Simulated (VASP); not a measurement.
Input:

```xyz
3
Lattice="0.0000 2.1534 2.1534 2.1534 0.0000 2.1534 2.1534 2.1534 0.0000" Properties=species:S:1:pos:R:3 pbc="T T T"
Be     1.0767     1.0767     1.0767
Be     3.2300     3.2300     3.2300
C      2.1534     0.0000     2.1534
```

The numbers are results of PBE GGA with D4 dispersion, VASP's PBE PAW potentials (set 64) (plane waves; VASP 6.6.1), not measurements. Settings: 520 eV cut-off, Gaussian smearing of 0.050 eV, potentials Be C.

Task: Give the energies of bands 2 to 7 at the high-symmetry points, in eV from the valence-band maximum.

Result: 
```json
[
 {"band": "2", "Γ": "0.00", "X": "-6.83", "U": "-6.94", "L": "-8.82", "W": "-6.35"},
 {"band": "3", "Γ": "0.00", "X": "-4.79", "U": "-6.35", "L": "-1.85", "W": "-5.96"},
 {"band": "4", "Γ": "0.00", "X": "-4.79", "U": "-4.04", "L": "-1.85", "W": "-5.96"},
 {"band": "5", "Γ": "4.16", "X": "1.16", "U": "3.34", "L": "5.04", "W": "5.76"},
 {"band": "6", "Γ": "4.16", "X": "5.83", "U": "8.41", "L": "5.04", "W": "8.25"},
 {"band": "7", "Γ": "4.16", "X": "13.42", "U": "11.70", "L": "7.18", "W": "9.65"}
]
```

The gap is indirect, 1.16 eV, from the valence maximum at Γ to the conduction minimum at X.

The compound is Be2C in the antifluorite structure. It was relaxed first.
